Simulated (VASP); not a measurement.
The system is Hf2Pd2Se2Br2O3.

```
CELL_PARAMETERS angstrom
7.67722 -1.70971 0.00000
7.67722 1.70971 0.00000
-3.99941 0.00000 12.58754
ATOMIC_POSITIONS crystal
Hf 0.05486 0.05486 0.93856
Hf 0.39372 0.39372 0.71691
Pd 0.82080 0.82080 0.49036
Pd 0.67714 0.67714 0.25693
Se 0.07768 0.07768 0.15435
Se 0.21009 0.21009 0.41200
Br 0.41355 0.41355 0.95480
Br 0.75396 0.75396 0.71349
O 0.40299 0.40299 0.57873
O 0.61446 0.61446 0.92698
O 0.96906 0.96906 0.77831
```

The cell was built by a generator and needn't be a form met in nature.

Base run:

- Program: VASP 6.6.1
- Functional: PBE
- Potentials or basis: VASP PAW PBE potentials, release 64 (Hf_pv, Pd, Se, Br, O)
- Cutoff: 520 eV
- k mesh: 8 × 8 × 2
- Occupations: fermi-dirac, width 0.05 eV
- Spin: no spin polarisation

Its results: band gap on the k mesh 0.83 eV, indirect (least direct gap 0.87 eV); pressure -0.4 GPa; largest force 0.143 eV/Å.

**Question.** The run is repeated on the same cell with these changes: dispersion from none to TS. What comes out?

**Answer.** Band gap on the k mesh 0.83 eV, indirect (least direct gap 0.87 eV); pressure -0.8 GPa; largest force 0.133 eV/Å.

Dispersion adds attraction, which lowers the pressure at fixed volume.

Caveats: spin-orbit coupling is left out, which moves the levels of the heavy elements.

A k mesh can miss the band edges.
